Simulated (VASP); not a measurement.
Input of a VASP 6.6.1 run:

INCAR

```
PREC = Accurate
ENCUT = 520
EDIFF = 1E-7
ISMEAR = -1
SIGMA = 0.1
LREAL = False
LASPH = True
NELM = 100
ALGO = Fast
ISIF = 2
LWAVE = False
LCHARG = True
GGA = PE
LELF = True
LVHAR = True
NBANDS = 33
```

The input KPOINTS:

```
regular mesh
0
Gamma
  4 4 4
```

POSCAR

```
BeF3
1.0
    4.6269280000      0.1303090000      0.0892160000
   -2.2006130000      3.9242400000     -0.0597480000
    0.0093770000     -2.6761720000      3.9766150000
Be F
2 6
Direct
    0.0569881023      0.9774433356      0.9870603601
    0.5100861174      0.9541748397      0.4582294729
    0.9613047943      0.5526101840      0.7226283120
    0.2096486823      0.1414098073      0.7789167260
    0.5874910552      0.9361685531      0.7413751637
    0.0984243694      0.5294863442      0.2158538661
    0.7521270845      0.8882842109      0.2625482817
    0.3313721834      0.1642170876      0.3112961506
```

Potentials or basis: VASP PAW PBE potentials, release 64 (Be, F).

Command:

```bash
$ cat potpaw_PBE.64/Be/POTCAR potpaw_PBE.64/F/POTCAR > POTCAR
$ mpirun -np 1 vasp_std > vasp.out
```

(1) What does it give for the largest force?

(2) Estimate the pressure.

## Answers

(1) 1.905 eV/Å.

(2) 9.7 GPa.

Caveat: the k mesh is coarse (spacing up to 0.48 Å⁻¹), so the values aren't converged; forces of over 1 eV/Å show positions far from the minimum, so gaps and moduli don't describe the material at rest.
